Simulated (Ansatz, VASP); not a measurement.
# Zn2W (Zn2W in the AlB2 type) in two plane-wave programs

One calculation is typed for both programs; each brings its own data sets. How far apart do they land? The cell is generated by rule, not measured, and may not be a known phase. Of the first pair: The cell is taken from a series of runs on this material, whose earlier steps may have relaxed, scaled, displaced or heated it; both programs get it as it stands.

Main program and level: Ansatz 0.2.0; plane waves, with VASP 6.6.1 beside it; relaxation of cell and atoms at PBE and zone-centre phonons at PBE.

**1. Set-up**

It takes space group P6/mmm (No. 191, hexagonal). The conventional cell has a = 4.295 Å, b = 4.295 Å, c = 2.756 Å, α = 90.00°, β = 90.00°, γ = 120.00°. W has 2 W at 2.76 Å and 12 Zn at 2.84 Å nearest. Zn has 5 Zn at 2.48 to 2.76 Å and 6 W at 2.84 Å nearest. Farther neighbours are not listed.

**2. Ansatz: relaxation of cell and atoms, PBE, pair 1**

Ansatz runs on its PAW soft_1 files.

The relaxed volume is the usual yardstick between codes: in a stiff, nearly cubic crystal its relative difference is about their pressure difference at one cell divided by the bulk modulus.

input.yaml reads:

```yaml
crystal:
  lattice:
    - [4.2953598579, 3.352e-06, 0.0]
    - [-2.1476828319, 3.7198890794, 0.0]
    - [0.0, 0.0, 2.7563569963]
  atoms:
    - { symbol: W, position: [0.0, 0.0, 0.0] }
    - { symbol: Zn, position: [0.3333333333, 0.6666666667, 0.5] }
    - { symbol: Zn, position: [0.6666666667, 0.3333333333, 0.5] }
kpoints:
  mp_grid: { grid: [9, 9, 9] }
hamiltonian:
  xc: pbe
  pseudopotentials: { kind: paw, azcp: { folder: soft_1 } }
scf:
  occupations: { method: methfessel_paxton, width: 0.2 }
output:
  forces: true
  stress: true
  eigenvalues: true
relax:
  adjacent_minimum: "off"
  f_tol: 0.001
  max_steps: 60
  cell: { stress_tol: 0.01 }
```

Command:

```
$ ansatz run input.yaml --threads 4 --pin off --max-ram 12288MiB --backend cpu --events-out ev --progress --plain --runs-dir out
```

Numbers of over 12 decimals in the logs are rounded to 6 here.

The program printed:

```text
Engine: ansatz 0.2.0, x86_64-unknown-linux-gnu
Pseudopotentials: kind: paw
Pseudopotential: W, paw, valence charge 14, recommended cutoff 420 eV (normal), soft_1/W.paw.azcp
Pseudopotential: Zn, paw, valence charge 12, recommended cutoff 420 eV (normal), soft_1/Zn.paw.azcp
Functional definition: PBE
  parameter kappa = 0.804
  parameter beta = 0.066725
  exchange = pbe_x(kappa = kappa, mu = beta*pi^2/3)
  correlation = pbe_c(beta = beta)
Crystal: 3 atoms, lattice volume = 44.042 Å³
Basis set: ecut = 420 eV, 879 PW (Γ), exchange–correlation on 60×60×40 points (8 copies of the dense FFT grid, shifted against one another)
Bands: 23, of which v1, the nominal top of the filled ones, is band 19 counted from 1 (18 counted from 0)
Symmetry: 24 space group operations
Space group: P6/mmm (ITA 191), of the structure as read, at distance tolerance 3.5e-5 Å
k-points: 60 of 729
Non-local potential: W, projectors of the file, l = 0: 3, l = 1: 2, l = 2: 2, l = 3: 1
Non-local potential: Zn, projectors of the file, l = 0: 2, l = 1: 2, l = 2: 3, l = 3: 1
PAW form: soft (Blöchl's): semilocal exchange-correlation on the pseudo side does not see the compensation charge
PAW one-centre angular grid: W, 590 points (default); XC on 64 Gauss nodes
PAW one-centre angular grid: Zn, 590 points (default); XC on 64 Gauss nodes
Initial density: superposition of atomic densities (chi_scale 0.1, normalization cell, long waves kept (reshape's long-wave potential 0.00 eV rms))
Initial wavefunctions: pseudopotential atomic-orbital guess
Functional: x = pbe(κ = 0.804, μ = 0.219515), c = pbe(β = 0.066725)
SCF iter   1: F=—  HF=-17023.628777 eV  |F-HF|=—  |Δ(HF+E_count)|=         —  Δρ=6.39e-2  dr2=2.64e0  ethr=3.10e-3  ⟨swp⟩=5.3  Hψ=6572  notcnv=0
preconditioner: auto → none  [metal: Δε(μ)=0.028 eV  Ē_g=9.211 eV  σ=0.200 eV  W_gap=0.12  n_scr=8 (ndim 8)  ℏωp=30.6 eV  f_vac=0.000  D(μ)=2.60/eV (n_scr^D=26)  sad-step TF]
SCF iter   2: F=—  HF=-17023.031177 eV  |F-HF|=—  |Δ(HF+E_count)|=   5.98e-1  S|Δr|=    0.00e0  Δρ=3.13e-2  dr2=5.45e-1  ethr=3.10e-3  ⟨swp⟩=2.0  Hψ=2206  notcnv=0  defer=4
SCF iter   3: F=—  HF=-17022.881261 eV  |F-HF|=—  |Δ(HF+E_count)|=   1.50e-1  S|Δr|=    0.00e0  Δρ=4.62e-3  dr2=6.86e-3  ethr=1.44e-3  ⟨swp⟩=2.0  Hψ=2611  notcnv=0  defer=4
SCF iter   4: F=—  HF=-17022.881118 eV  |F-HF|=—  |Δ(HF+E_count)|=   1.43e-4  S|Δr|=    0.00e0  Δρ=2.02e-3  dr2=1.43e-3  ethr=1.81e-5  ⟨swp⟩=2.2  Hψ=2762  notcnv=0  defer=4
SCF iter   5: F=—  HF=-17022.880918 eV  |F-HF|=—  |Δ(HF+E_count)|=   2.00e-4  S|Δr|=    0.00e0  Δρ=8.99e-4  dr2=2.10e-4  ethr=3.76e-6  ⟨swp⟩=2.0  Hψ=2284  notcnv=0  defer=4
SCF iter   6: F=—  HF=-17022.880834 eV  |F-HF|=—  |Δ(HF+E_count)|=   8.44e-5  S|Δr|=    0.00e0  Δρ=1.98e-4  dr2=9.43e-6  ethr=5.54e-7  ⟨swp⟩=2.0  Hψ=2216  notcnv=0  defer=4
SCF iter   7: F=—  HF=-17022.880842 eV  |F-HF|=—  |Δ(HF+E_count)|=   8.36e-6  S|Δr|=    0.00e0  Δρ=2.21e-5  dr2=1.11e-7  ethr=2.48e-8  ⟨swp⟩=2.0  Hψ=2279  notcnv=0  defer=4
SCF iter   8: F=-17022.880842 eV  HF=-17022.880842 eV  |F-HF|=4.62e-10  |Δ(HF+E_count)|=   4.53e-9  S|Δr|=    0.00e0  Δρ=2.45e-6  dr2=1.08e-9  ethr=2.63e-10  ⟨swp⟩=5.5  Hψ=5889  notcnv=0
SCF 1 converged in 8 iterations: F = -17022.880842 eV  dr2 = 1.08e-9
  greatest PAW one-centre occupation: 0.999 electrons in one spin orbital (limit 2), on the W atom at site 0 (counted from 0), in its partial waves of l = 0
relax step   1: F+E_penalty+E_count = -17022.88084195 eV  Δ(F+E_penalty+E_count) = +0.000e0 eV  max|allowed force component| = 1.049e-16 eV/Å  Δτ_max = 0.0000 Å  P = +0.034 GPa  Ω = 44.042 Å³  (8 SCF iters, dr2 threshold 1.00e-7 eV, accepted)
[...]
relax step   2: F+E_penalty+E_count = -17022.88103034 eV  Δ(F+E_penalty+E_count) = -1.884e-4 eV  max|allowed force component| = 6.785e-17 eV/Å  Δτ_max = 0.0000 Å  P = -0.250 GPa  Ω = 44.100 Å³  energy of the carried Pulay correction = -3.397e-5 eV  (4 SCF iters, dr2 threshold 3.00e-7 eV, accepted)
[...]
relax step   3: F+E_penalty+E_count = -17022.88113180 eV  Δ(F+E_penalty+E_count) = -1.015e-4 eV  max|allowed force component| = 7.401e-17 eV/Å  Δτ_max = 0.0000 Å  P = -0.022 GPa  Ω = 44.041 Å³  energy of the carried Pulay correction = +9.993e-6 eV  (3 SCF iters, dr2 threshold 3.00e-7 eV, accepted)
[...]
relax step   4: F+E_penalty+E_count = -17022.88113686 eV  Δ(F+E_penalty+E_count) = -5.055e-6 eV  max|allowed force component| = 9.252e-17 eV/Å  Δτ_max = 0.0000 Å  P = -0.001 GPa  Ω = 44.035 Å³  energy of the carried Pulay correction = +1.459e-5 eV  (4 SCF iters, dr2 threshold 1.46e-9 eV, accepted)
[...]
relax step   5: F+E_penalty+E_count = -17022.88112742 eV  Δ(F+E_penalty+E_count) = +9.431e-6 eV  max|allowed force component| = 7.401e-17 eV/Å  Δτ_max = 0.0000 Å  P = -0.001 GPa  Ω = 44.035 Å³  stress off target by 1.20e-3 GPa  SCF on the basis re-selected at this cell (its energy is not comparable with the rows above)  (5 SCF iters)
basis re-selected at this cell: Δ(F+E_penalty+E_count) = +9.431e-6 eV, ΔP = -0.000 GPa vs the last step (what re-selecting the basis moved, of the pressure what is left beyond the Pulay correction that the steps carried, after the strain that the cell walked since its last selection, with what the two solves' SCF thresholds leave and, on support functions, any second-order correction that the steps lacked; it is no m [...]
SCF converged after 5 iterations
Stability not checked: this state was not tested for a lower state beside it, because cold or Methfessel-Paxton smearing, or corrected tetrahedra, fill the levels in a way that the test cannot read (fill_not_monotonic; see scf.lower_state_search)
Free energy (F): -17022.881127 eV
Harris-Foulkes:  -17022.881127 eV  (|F-HF|=7.28e-12)
Internal energy: -17022.878216 eV  (E = F + TS)
E sigma→0 (E₀):  -17022.880399 eV
Entropy (-TS):   -0.002912 eV (-0.971 meV/atom)
Fermi energy:    15.335231 eV
--- Per-component energies (eV) ---
  E_band       = 33.295248
  E_kinetic    = 717.668205
  E_local      = -3960.411674  (includes V_loc(G=0)·N_el)
  E_nonlocal   = 1606.007873
  E_hartree    = 1499.246090
  E_xc         = -425.433257
  E_vxc        = -334.720695  (∫ρ·V_xc dr)
  E_paw        = -12367.821144  (= ΣΔE_a)
  E_vpaw       = -993.740252  (= ΣTr[D̂ρ^β])
  E_aug_tail   = -0.000360  (compensation charges beyond the density's cutoff)
  E_ewald      = -4092.133949
  E_smearing   = -0.002912  (= −TS)
  E_closure    = 0.000000  (closes the sum)
  Σ components = -17022.881127   (vs F -17022.881127, Δ=0.00e0)
--- Forces (eV/Å), atoms counted from 1 ---
  atom   1  W      0.00000000    -0.00000000     0.00000000
  atom   2  Zn     0.00000000     0.00000000    -0.00000000
  atom   3  Zn    -0.00000000    -0.00000000     0.00000000
  max |Σ_I F_I| component: 1.39e-17 eV/Å
--- Stress (GPa, compression-positive) ---
       -0.001204      -0.000000      -0.000000
       -0.000000      -0.001204      -0.000000
       -0.000000      -0.000000      -0.000390
  P = ⅓ Tr σ = -0.0009 GPa (-0.009 kbar)
--- Band table (eV; the first three rows and the last of 60) ---
  k-point 0: bands = [... 15 lower, 12.4639, 12.4639, 12.5848, 17.3240, 17.8823, 17.8823, 18.9597, 18.9597]
  k-point 1: bands = [... 15 lower, 12.7497, 12.7497, 13.0513, 16.6597, 16.6597, 17.4840, 20.2763, 20.2763]
  k-point 2: bands = [... 15 lower, 13.5154, 13.5154, 14.1522, 15.2784, 15.2784, 17.9820, 19.6776, 21.7476]
  k-point 59: bands = [... 15 lower, 11.0438, 13.6673, 13.6673, 14.7962, 16.4878, 17.9654, 17.9654, 19.5275]
--- Relaxed structure (4 steps of the walk, 4 accepted, 1 SCFs on fresh bases) ---
  F+E_penalty+E_count = -17022.88112742 eV   max|allowed force component| = 7.401e-17 eV/Å   (the final SCF, on the basis selected at the relaxed cell)
  cell:  # Å, volume = 44.0352 Å³
    - [4.289992, 3.3478298534006908e-6, 0]
    - [-2.144999, 3.715240, 0]
    - [0, 0, 2.762842]
  atoms:
    - { symbol: W, position: [0, 0, 0] }
    - { symbol: Zn, position: [0.333333, 0.666667, 0.500000] }
    - { symbol: Zn, position: [0.666667, 0.333333, 0.500000] }
```

The column dr2 measures how far the density is from self-consistency, as an energy; F and HF (Harris–Foulkes) agree once it is small.

**3. VASP: relaxation of cell and atoms, PBE, pair 1**

The same cell, functional, mesh and smearing now go to VASP, with its own data sets.

Lines of VASP's logs that name or quote its potential files are left out, and so is its time.

INCAR reads:

```
SYSTEM = Zn2W
PREC = Accurate
ENCUT = 600
EDIFF = 1E-07
NELM = 120
ISMEAR = 1
SIGMA = 0.2
LREAL = .FALSE.
ALGO = Normal
GGA = PE
NBANDS = 21
LASPH = .TRUE.
LORBIT = 11
LWAVE = .FALSE.
LCHARG = .FALSE.
ISIF = 3
IBRION = 2
NSW = 80
EDIFFG = -0.005
GGA_COMPAT = .FALSE.
NELMIN = 4
KPAR = 2
```

POSCAR reads:

```
Zn2W
1.0
    4.2953600000      0.0000030000      0.0000000000
   -2.1476830000      3.7198890000      0.0000000000
    0.0000000000      0.0000000000      2.7563570000
W Zn
1 2
Direct
    0.0000000000      0.0000000000      0.0000000000
    0.3333333333      0.6666666667      0.5000000000
    0.6666666667      0.3333333333      0.5000000000
```

KPOINTS reads:

```
Automatic mesh
0
Gamma
9 9 9
0 0 0
```

Potentials, in the order of the species: W and Zn (PBE family, release 64).

Command:

```
$ mpirun -np 2 vasp_std
```

The program printed:

```text
[banner, memory and clock lines left out]
running    2 mpi-ranks, on    1 nodes
 distrk:  each k-point on    1 cores,    2 groups
 distr:  one band on    1 cores,    1 groups

 POSCAR found type information on POSCAR W Zn
 POSCAR found :  2 types and       3 ions
 LDA part: xc-table for (Slater+PW92), standard interpolation
 POSCAR, INCAR and KPOINTS ok, starting setup
 FFT: planning ... GRIDC
 FFT: planning ... GRID_SOFT
 FFT: planning ... GRID
 WAVECAR not read
 entering main loop
       N       E                     dE             d eps       ncg     rms          rms(c)
DAV:   1     0.167904648437E+03    0.16790E+03   -0.16006E+04  2544   0.223E+03
DAV:   2    -0.304951938429E+01   -0.17095E+03   -0.16380E+03  2570   0.379E+02
DAV:   3    -0.149075114999E+02   -0.11858E+02   -0.11520E+02  2949   0.104E+02
DAV:   4    -0.151292844108E+02   -0.22177E+00   -0.22071E+00  2771   0.131E+01
DAV:   5    -0.151308487678E+02   -0.15644E-02   -0.15638E-02  2866   0.869E-01    0.161E+01
DAV:   6    -0.142510936597E+02    0.87976E+00   -0.22316E+00  3249   0.296E+01    0.860E+00
DAV:   7    -0.141257856277E+02    0.12531E+00   -0.45868E-01  3265   0.756E+00    0.133E+00
DAV:   8    -0.141021961895E+02    0.23589E-01   -0.77593E-02  3243   0.540E+00    0.102E+00
DAV:   9    -0.140987598336E+02    0.34364E-02   -0.10065E-02  2825   0.148E+00    0.238E-01
DAV:  10    -0.140984775275E+02    0.28231E-03   -0.86554E-04  2865   0.235E-01    0.111E-01
DAV:  11    -0.140984375449E+02    0.39983E-04   -0.17596E-04  3282   0.138E-01    0.181E-02
DAV:  12    -0.140984345411E+02    0.30038E-05   -0.19790E-05  2924   0.377E-02    0.678E-03
DAV:  13    -0.140984347392E+02   -0.19806E-06   -0.71100E-07  2882   0.979E-03    0.165E-03
DAV:  14    -0.140984346168E+02    0.12237E-06   -0.33188E-08  1420   0.262E-03    0.342E-04
DAV:  15    -0.140984345721E+02    0.44752E-07   -0.86098E-09  1370   0.148E-03
   1 F= -.14098435E+02 E0= -.14097780E+02  d E =-.140984E+02
[...]
2 F= -.14098429E+02 E0= -.14097764E+02  d E =0.601775E-05
[...]
3 F= -.14098610E+02 E0= -.14097950E+02  d E =-.175495E-03
[...]
4 F= -.14098608E+02 E0= -.14097949E+02  d E =-.173402E-03
[...]
5 F= -.14098610E+02 E0= -.14097950E+02  d E =-.175173E-03
[...]
6 F= -.14098609E+02 E0= -.14097950E+02  d E =-.174609E-03
 curvature:  -0.14 expect dE=-0.249E-05 dE for cont linesearch -0.814E-06
 ZBRENT: accuracy reached
 trial: gam=-0.06680 g(F)=  0.214E-44 g(S)=  0.181E-04 ort = 0.634E-04 (trialstep = 0.890E+00)
 search vector abs. value=  0.127E-04
 bond charge predicted
       N       E                     dE             d eps       ncg     rms          rms(c)
DAV:   1    -0.140986489533E+02   -0.39691E-04   -0.90152E-04  2670   0.247E-01    0.375E-02
DAV:   2    -0.140986272122E+02    0.21741E-04   -0.19268E-05  2795   0.671E-02    0.226E-02
DAV:   3    -0.140986163181E+02    0.10894E-04   -0.10198E-05  3232   0.449E-02    0.394E-03
DAV:   4    -0.140986163470E+02   -0.28950E-07   -0.17713E-06  2685   0.141E-02    0.190E-03
DAV:   5    -0.140986163306E+02    0.16460E-07   -0.85494E-08  1364   0.328E-03
   7 F= -.14098616E+02 E0= -.14097937E+02  d E =-.714933E-05
 trial-energy change:   -0.000007  1 .order   -0.000007   -0.000012   -0.000002
 step:   1.0489(harm=  1.0489)  dis= 0.00000  next Energy=   -14.098616 (dE=-0.730E-05)
 reached required accuracy - stopping structural energy minimisation
```

Parts of OUTCAR (step 3):

```text
ion  position               nearest neighbor table
   1  0.000  0.000  0.000-   2 2.84   2 2.84   3 2.84   3 2.84   3 2.84   3 2.84   2 2.84   2 2.84
                             2 2.84   3 2.84   2 2.84   3 2.84
   2  0.333  0.667  0.500-   3 2.48   3 2.48   3 2.48   1 2.84   1 2.84   1 2.84   1 2.84   1 2.84
                             1 2.84
   3  0.667  0.333  0.500-   2 2.48   2 2.48   2 2.48   1 2.84   1 2.84   1 2.84   1 2.84   1 2.84
                             1 2.84

  LATTYP: Found a hexagonal cell.
 ALAT       =     4.2953600000
 C/A-ratio  =     0.6417057010

 Subroutine GETGRP returns: Found 24 space group operations
 (whereof 24 operations were pure point group operations)

The static configuration has the point symmetry D_6h.

 Found     60 irreducible k-points:

   k-points           NKPTS =     60   k-points in BZ     NKDIM =     60   number of bands    NBANDS=     21

   dimension x,y,z NGX =    36 NGY =   36 NGZ =   24
   dimension x,y,z NGXF=    72 NGYF=   72 NGZF=   48

   ENCUT  =  600.0 eV  44.10 Ry    6.64 a.u.   8.58  8.58  5.51*2*pi/ulx,y,z

   NELECT =      30.0000    total number of electrons

 k-points in reciprocal lattice and weights: Automatic mesh
   0.00000000  0.00000000  0.00000000       0.001
   0.11111111  0.00000000  0.00000000       0.008
   0.22222222  0.00000000  0.00000000       0.008
   0.33333333 -0.00000000  0.00000000       0.008
   0.44444444  0.00000000  0.00000000       0.008
   0.11111111  0.11111111  0.00000000       0.008
   0.22222222  0.11111111  0.00000000       0.016
   0.33333333  0.11111111  0.00000000       0.016
   0.44444444  0.11111111  0.00000000       0.008
[...]
0.33333333  0.22222222  0.44444444       0.033
   0.33333333  0.33333333  0.44444444       0.005

 average (electrostatic) potential at core
       1 -40.9921       2 -34.8606       3 -34.8606

 E-fermi :   4.6102

 k-point     1 :       0.0000    0.0000    0.0000
  band No.  band energies     occupation
    ...
     10      -2.0626      2.00000
     11      -2.0626      2.00000
     12       1.7457      2.00000
     13       1.7457      2.00000
     14       1.8665      2.00000
     15       6.6467     -0.00000
     16       7.1779     -0.00000
     17       7.1779     -0.00000
     18       8.2650     -0.00000
     19       8.2650     -0.00000
    ...

 k-point     2 :       0.1111    0.0000    0.0000
  band No.  band energies     occupation
    ...
     10      -2.0616      2.00000
     11      -2.0519      2.00000
     12       1.4282      2.00000
     13       1.8366      2.00000
     14       1.8594      2.00000
     15       7.1085     -0.00000
     16       7.1165     -0.00000
     17       7.1786     -0.00000
     18       7.3411     -0.00000
     19       7.7386     -0.00000
    ...

 k-point     3 :       0.2222    0.0000    0.0000
  band No.  band energies     occupation
    ...
     10      -2.0675      2.00000
     11      -2.0279      2.00000
     12       0.6828      2.00000
     13       1.8371      2.00000
     14       2.1175      2.00000
     15       5.7811     -0.00000
     16       6.6759     -0.00000
     17       6.9516     -0.00000
     18       7.1802     -0.00000
     19       8.3621     -0.00000
    ...

  Total       -0.0062936     -0.0062936     -0.0008952      0.0000000      0.0000000      0.0000000
  in kB       -0.2295380     -0.2295379     -0.0326489      0.0000000      0.0000000      0.0000000
  external PRESSURE =      -0.1639083 kB  Pullay stress =       0.0000000 kB

  energy-cutoff  :      600.00
  volume of cell :       43.93
      direct lattice vectors                 reciprocal lattice vectors
     4.290576119  0.000002997 -0.000000000     0.233068839  0.134562613 -0.000000000
    -2.145291056  3.715746040 -0.000000000    -0.000000188  0.269124850  0.000000000
     0.000000000 -0.000000000  2.755453932     0.000000000  0.000000000  0.362916610

 POSITION                                       TOTAL-FORCE (eV/Angst)
 -----------------------------------------------------------------------------------
      0.00000      0.00000      2.75545         0.000000      0.000000      0.000000
     -0.00000      2.47717      1.37773         0.000000     -0.000000     -0.000000
      2.14529      1.23858      1.37773        -0.000000      0.000000      0.000000
 -----------------------------------------------------------------------------------
    total drift:                                0.000000      0.000000     -0.000000

  FREE ENERGIE OF THE ION-ELECTRON SYSTEM (eV)
  ---------------------------------------------------
  free  energy   TOTEN  =       -14.0986163306 eV

  energy  without entropy=      -14.0965771733  energy(sigma->0) =      -14.09793661

 reached required accuracy - stopping structural energy minimisation

 total charge
# of ion       s       p       d       tot
------------------------------------------
    1        0.571   0.518   4.012   5.101
    2        0.600   0.609   9.725  10.934
    3        0.600   0.609   9.725  10.934
--------------------------------------------------
tot          1.772   1.735  23.463  26.970

[... 3 further parts left out ...]
```

CONTCAR:

```
Zn2W
   1.00000000000000
     4.2905761186768299    0.0000029971753537   -0.0000000000000000
    -2.1452910555498730    3.7157460399215299   -0.0000000000000000
     0.0000000000000000   -0.0000000000000000    2.7554539320056262
  W               Zn
     1     2
Direct
     0.0000000000000000    0.0000000000000000    1.0000000000000000
     0.3333333332999970    0.6666666667000030    0.5000000000000000
     0.6666666667000030    0.3333333332999970    0.5000000000000000
```

**4. Side by side**

Known differences besides the potentials themselves: the data sets hold 38 valence electrons in Ansatz (on its PAW soft_1 files) and 30 in VASP; the cutoff is 420 eV in Ansatz and 600 eV in VASP; Ansatz adds a Pulay correction to the stress that steers its cell, VASP none. Total energies have different zeros and are not compared.

The two programs side by side:

```csv
quantity,Ansatz,VASP,difference
volume (Å³),44.04,43.93,+0.24 %
"edge a after relaxation, in the typed setting (Å)",4.290,4.291,-0.01 %
"edge c after relaxation, in the typed setting (Å)",2.763,2.756,+0.26 %
```

(Continued in part 2 of 2.)

[Lines on the potential files, build, host, timing and source positions are cut from VASP's logs without a mark.]

[Logs are printed without paths, hosts, clocks, repeated set-up lines and the standing remarks that a program may print on its own settings, such as how far it seeks lower states.]

[Hosts, paths, dates, database ids (printed as entryN), source tags and the programs' standing remarks are cut or masked in the printed files.]
